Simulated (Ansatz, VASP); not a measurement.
# GaSi2P: VASP beside Ansatz, part 2 of 2

Wanted: the spread between two codes on one cell, functional and k mesh. The cell is generated by rule, not measured, and may not be a known phase. The cell is taken from a series of runs on this material, whose earlier steps may have relaxed, scaled, displaced or heated it; both programs get it as it stands.

VASP 6.6.1 and Ansatz 0.2.0.

So far: Starting point; VASP: relaxation of cell and atoms, PBEsol.

The structure was built from a prototype and need not be the compound's stable phase.

## (3) Ansatz: relaxation of cell and atoms, PBEsol

Level of this step: Ansatz beside VASP: Kohn-Sham DFT, plane waves, PBEsol (Ansatz).

Ansatz runs on its PAW soft_1 files.

The same cell, functional, mesh and smearing now go to Ansatz, which takes its cutoff from its data sets.

input.yaml

```yaml
crystal:
  lattice:
    - [3.8458194326, 0.0, 0.0]
    - [0.0, 5.43881, 0.0]
    - [0.0, 0.0, 7.6916743988]
  atoms:
    - { symbol: Ga, position: [0.0, 0.0, 0.1244626607] }
    - { symbol: P, position: [0.5, 0.25, 0.1244626607] }
    - { symbol: Ga, position: [0.5, 0.5, 0.3755373393] }
    - { symbol: P, position: [0.0, 0.75, 0.3755373393] }
    - { symbol: Si, position: [0.0, 0.0, 0.626612018] }
    - { symbol: Si, position: [0.5, 0.25, 0.626612018] }
    - { symbol: Si, position: [0.5, 0.5, 0.8755373393] }
    - { symbol: Si, position: [0.0, 0.75, 0.8755373393] }
kpoints:
  mp_grid: { grid: [6, 4, 4] }
hamiltonian:
  xc: pbesol
  pseudopotentials: { kind: paw, azcp: { folder: soft_1 }, xc_functional: pbe }
scf:
  occupations: { method: fermi_dirac, width: 0.02 }
relax:
  f_tol: 0.015
  max_steps: 100
  cell: {}
output:
  write_density: true
  write_potential: true
  elf: true
  volumetric_format: npy
```

Launch:

```sh
$ ansatz run input.yaml --threads 4 --pin off --max-ram 17510MiB --backend cpu --events-out ev --progress --plain --runs-dir out
```

Numbers of over 12 decimals in the logs are rounded to 6 here.

The program printed:

```text
Engine: ansatz 0.2.0, aarch64-unknown-linux-gnu
Pseudopotentials: kind: paw
Pseudopotential: Ga, paw, valence charge 13, recommended cutoff 420 eV (normal), soft_1/Ga.paw.azcp
Pseudopotential: P, paw, valence charge 5, recommended cutoff 420 eV (normal), soft_1/P.paw.azcp
Pseudopotential: Si, paw, valence charge 4, recommended cutoff 420 eV (normal), soft_1/Si.paw.azcp
Functional definition: PBEsol
  exchange = pbesol_x
  correlation = pbesol_c
Crystal: 8 atoms, lattice volume = 160.884 Å³
Basis set: ecut = 420 eV, 3123 PW (Γ), exchange–correlation on 54×80×108 points (8 copies of the dense FFT grid, shifted against one another)
Bands: 34, of which v1, the nominal top of the filled ones, is band 26 counted from 1 (25 counted from 0)
Symmetry: 2 space group operations
Space group: Pm (ITA 6), of the structure as read, at distance tolerance 5.4e-5 Å
k-points: 40 of 96 (time reversal used)
Non-local potential: Ga, projectors of the file, l = 0: 2, l = 1: 2, l = 2: 3, l = 3: 1
Non-local potential: P, projectors of the file, l = 0: 2, l = 1: 2, l = 2: 1
Non-local potential: Si, projectors of the file, l = 0: 2, l = 1: 2, l = 2: 1
PAW form: soft (Blöchl's): semilocal exchange-correlation on the pseudo side does not see the compensation charge
PAW frozen core: Ga, regenerated for the run's functional, and the local potential with it (the file was generated under x = pbe(κ = 0.804, μ = 0.219515), c = pbe(β = 0.066725))
PAW frozen core: P, regenerated for the run's functional, and the local potential with it (the file was generated under x = pbe(κ = 0.804, μ = 0.219515), c = pbe(β = 0.066725))
PAW frozen core: Si, regenerated for the run's functional, and the local potential with it (the file was generated under x = pbe(κ = 0.804, μ = 0.219515), c = pbe(β = 0.066725))
PAW one-centre angular grid: Ga, 590 points (default); XC on 64 Gauss nodes
PAW one-centre angular grid: P, 110 points (default); XC on 64 Gauss nodes
PAW one-centre angular grid: Si, 110 points (default); XC on 64 Gauss nodes
Initial density: superposition of atomic densities (chi_scale 0.1, normalization cell, long waves kept (reshape's long-wave potential 0.06 eV rms))
Initial wavefunctions: pseudopotential atomic-orbital guess
Functional: x = pbesol(κ = 0.804, μ = 0.123457), c = pbesol(β = 0.046)
SCF iter   1: F=—  HF=-11454.585196 eV  |F-HF|=—  |Δ(HF+E_count)|=         —  Δρ=4.53e-2  dr2=3.07e0  ethr=3.10e-3  ⟨swp⟩=8.9  Hψ=7372  notcnv=0
preconditioner: auto → Resta (q_TF=auto, 2.260 Å⁻¹)  ε∞=4.2  [insulator: Δε(μ)=1.044 eV  Ē_g=11.717 eV  σ=0.020 eV  W_gap=1.00  n_scr=32 (ndim 8)  ℏωp=21.1 eV  f_vac=0.000  D(μ)=0.00/eV (n_scr^D=0)  ε∞_Penn≈4.2]
SCF iter   2: F=—  HF=-11453.987870 eV  |F-HF|=—  |Δ(HF+E_count)|=   5.97e-1  Δρ=2.58e-2  dr2=9.25e-1  ethr=3.10e-3  ⟨swp⟩=2.5  Hψ=1950  notcnv=0  defer=109
SCF iter   3: F=—  HF=-11453.777017 eV  |F-HF|=—  |Δ(HF+E_count)|=   2.11e-1  Δρ=4.66e-3  dr2=2.85e-2  ethr=1.78e-3  ⟨swp⟩=3.3  Hψ=2531  notcnv=0  defer=109
SCF iter   4: F=—  HF=-11453.755932 eV  |F-HF|=—  |Δ(HF+E_count)|=   2.11e-2  Δρ=1.89e-3  dr2=7.44e-3  ethr=5.49e-5  ⟨swp⟩=3.2  Hψ=2725  notcnv=0  defer=109
SCF iter   5: F=—  HF=-11453.755655 eV  |F-HF|=—  |Δ(HF+E_count)|=   2.77e-4  Δρ=7.01e-4  dr2=9.64e-4  ethr=1.43e-5  ⟨swp⟩=2.0  Hψ=2503  notcnv=0  defer=109
SCF iter   6: F=—  HF=-11453.756449 eV  |F-HF|=—  |Δ(HF+E_count)|=   7.94e-4  Δρ=1.28e-4  dr2=3.05e-5  ethr=1.85e-6  ⟨swp⟩=2.6  Hψ=2129  notcnv=0  defer=109
SCF iter   7: F=—  HF=-11453.756485 eV  |F-HF|=—  |Δ(HF+E_count)|=   3.63e-5  Δρ=1.98e-5  dr2=6.31e-7  ethr=5.87e-8  ⟨swp⟩=2.4  Hψ=2291  notcnv=0  defer=109
SCF iter   8: F=-11453.756486 eV  HF=-11453.756486 eV  |F-HF|=4.06e-9  |Δ(HF+E_count)|=   8.64e-7  Δρ=6.75e-6  dr2=4.87e-8  ethr=1.92e-10  ⟨swp⟩=10.7  Hψ=9826  notcnv=0
SCF 1 converged in 8 iterations: F = -11453.756486 eV  dr2 = 4.87e-8
  greatest PAW one-centre occupation: 0.994 electrons in one spin orbital (limit 2), on the Ga atom at site 2 (counted from 0), in its partial waves of l = 2
relax step   1: F+E_penalty+E_count = -11453.75648574 eV  Δ(F+E_penalty+E_count) = +0.000e0 eV  max|allowed force component| = 7.367e-1 eV/Å  Δτ_max = 0.0000 Å  P = -0.160 GPa  Ω = 160.884 Å³  (8 SCF iters, dr2 threshold 1.00e-7 eV, accepted)
[...]
relax step   4: F+E_penalty+E_count = -11453.88376846 eV  Δ(F+E_penalty+E_count) = -7.979e-4 eV  max|allowed force component| = 1.534e-2 eV/Å  Δτ_max = 0.0074 Å  P = -0.010 GPa  Ω = 160.561 Å³  energy of the carried Pulay correction = +2.437e-5 eV  (5 SCF iters, dr2 threshold 6.19e-8 eV, accepted)
[...]
relax step   5: F+E_penalty+E_count = -11453.88390923 eV  Δ(F+E_penalty+E_count) = -1.408e-4 eV  max|allowed force component| = 2.583e-3 eV/Å  Δτ_max = 0.0043 Å  P = +0.006 GPa  Ω = 160.528 Å³  energy of the carried Pulay correction = +2.692e-5 eV  (6 SCF iters, dr2 threshold 1.47e-8 eV, accepted)
[...]
relax step   6: F+E_penalty+E_count = -11453.88387911 eV  Δ(F+E_penalty+E_count) = +3.012e-5 eV  max|allowed force component| = 2.570e-3 eV/Å  Δτ_max = 0.0000 Å  P = +0.006 GPa  Ω = 160.528 Å³  stress off target by 2.32e-2 GPa  SCF on the basis re-selected at this cell (its energy is not comparable with the rows above)  (5 SCF iters)
basis re-selected at this cell: Δ(F+E_penalty+E_count) = +3.012e-5 eV, ΔP = +0.000 GPa vs the last step (what re-selecting the basis moved, of the pressure what is left beyond the Pulay correction that the steps carried, after the strain that the cell walked since its last selection, with what the two solves' SCF thresholds leave and, on support functions, any second-order correction that the steps lacked; it is no m [...]
SCF converged after 5 iterations
Free energy (F): -11453.883879 eV
Harris-Foulkes:  -11453.883879 eV  (|F-HF|=2.00e-11)
Internal energy: -11453.883879 eV  (E = F + TS)
E sigma→0 (E₀):  -11453.883879 eV
Fermi energy:    7.138376 eV
--- Per-component energies (eV) ---
  E_band       = -111.464576
  E_kinetic    = 524.222201
  E_local      = -4167.413729  (includes V_loc(G=0)·N_el)
  E_nonlocal   = -27.966781
  E_hartree    = 2410.217292
  E_xc         = -494.193398
  E_vxc        = -426.148032  (∫ρ·V_xc dr)
  E_paw        = -6980.712986  (= ΣΔE_a)
  E_vpaw       = -834.592315  (= ΣTr[D̂ρ^β])
  E_aug_tail   = -0.000261  (compensation charges beyond the density's cutoff)
  E_ewald      = -2719.980611
  E_core_change = 1.944393  (= ΣΔE_core)
  E_smearing   = -0.000000  (= −TS)
  E_closure    = -0.000000  (closes the sum)
  Σ components = -11453.883879   (vs F -11453.883879, Δ=0.00e0)
--- Forces (eV/Å), atoms counted from 1 ---
  atom   1  Ga     0.00000000    -0.00053470    -0.00255841
  atom   2  P      0.00000000    -0.00009855     0.00184820
  atom   3  Ga     0.00000000    -0.00052034     0.00256959
  atom   4  P      0.00000000    -0.00008062    -0.00185778
  atom   5  Si     0.00000000    -0.00037460    -0.00010908
  atom   6  Si     0.00000000     0.00098443    -0.00013304
  atom   7  Si     0.00000000    -0.00035704     0.00007377
  atom   8  Si     0.00000000     0.00098177     0.00016672
  max |Σ_I F_I| component: 3.52e-7 eV/Å
--- Stress (GPa, compression-positive) ---
        0.023226       0.000000       0.000000
        0.000000       0.009297       0.000055
        0.000000       0.000055      -0.014764
  P = ⅓ Tr σ = 0.0059 GPa (0.059 kbar)
--- Band table (eV; the first three rows and the last of 40) ---
  k-point 0: bands = [... 22 lower, 5.3997, 6.6078, 6.7042, 6.7380, 7.5830, 7.7250, 8.8208, 9.4865, ... 4 higher]
  k-point 1: bands = [... 22 lower, 5.5512, 5.8863, 6.2223, 6.6647, 7.7429, 8.7400, 8.7712, 9.5309, ... 4 higher]
  k-point 2: bands = [... 22 lower, 5.0132, 5.3670, 6.2442, 6.5046, 7.9197, 8.4114, 9.6423, 9.7575, ... 4 higher]
  k-point 39: bands = [... 22 lower, 4.4324, 4.4324, 4.7441, 4.7441, 9.6459, 9.6459, 9.9373, 9.9373, ... 4 higher]
--- Relaxed structure (5 steps of the walk, 5 accepted, 1 SCFs on fresh bases) ---
  F+E_penalty+E_count = -11453.88387911 eV   max|allowed force component| = 2.570e-3 eV/Å   (the final SCF, on the basis selected at the relaxed cell)
  cell:  # Å, volume = 160.5276 Å³
    - [3.842152, 0.0, 0.0]
    - [0.0, 5.437524, -2.7722892555425163e-6]
    - [0.0, -3.92062717633539e-6, 7.683764]
  atoms:
    - { symbol: Ga, position: [0.0, 0.010550, 0.119567] }
    - { symbol: P, position: [0.5, 0.265858, 0.126307] }
    - { symbol: Ga, position: [0.5, 0.510550, 0.381507] }
    - { symbol: P, position: [0.0, 0.765858, 0.374768] }
    - { symbol: Si, position: [0.0, -0.012435, 0.625189] }
    - { symbol: Si, position: [0.5, 0.236027, 0.627520] }
    - { symbol: Si, position: [0.5, 0.487565, 0.875886] }
    - { symbol: Si, position: [0.0, 0.736027, 0.873555] }
```

## (4) Comparison

Known differences besides the potentials themselves: the cutoff is 420 eV in Ansatz and 500 eV in VASP; Ansatz makes its cores anew for this functional, VASP keeps those of its PBE data sets; Ansatz adds a Pulay correction to the stress that steers its cell, VASP none. Total energies have different zeros and are not compared.

The two programs side by side:

| quantity | Ansatz | VASP | difference |
| --- | --- | --- | --- |
| volume (Å³) | 160.53 | 160.57 | -0.03 % |
| edge a after relaxation, in the typed setting (Å) | 3.842 | 3.843 | -0.02 % |
| edge b after relaxation, in the typed setting (Å) | 5.438 | 5.438 | +0.00 % |
| edge c after relaxation, in the typed setting (Å) | 7.684 | 7.684 | -0.01 % |

## (5) What came out

- difference in volume (relaxation of cell and atoms, PBEsol): -0.027 %

The difference in volume is -0.027 % (relaxation of cell and atoms, PBEsol), within the 1.2 % picked in this series as the mark of a large difference, as far as the stopping tolerances let one tell. VASP runs on this material, other cells of it included, that failed, so that no pair exists: relaxation of cell and atoms, PBEsol (timeout). Such differences can come from data sets, numerical settings and the points named under the comparisons, not from the functional's error against experiment.

[Lines on the potential files, build, host, timing and source positions are cut from VASP's logs without a mark.]

[Logs are printed without paths, hosts, clocks, repeated set-up lines and the standing remarks that a program may print on its own settings, such as how far it seeks lower states.]

[Hosts, paths, dates, database ids (printed as entryN), source tags and the programs' standing remarks are cut or masked in the printed files.]
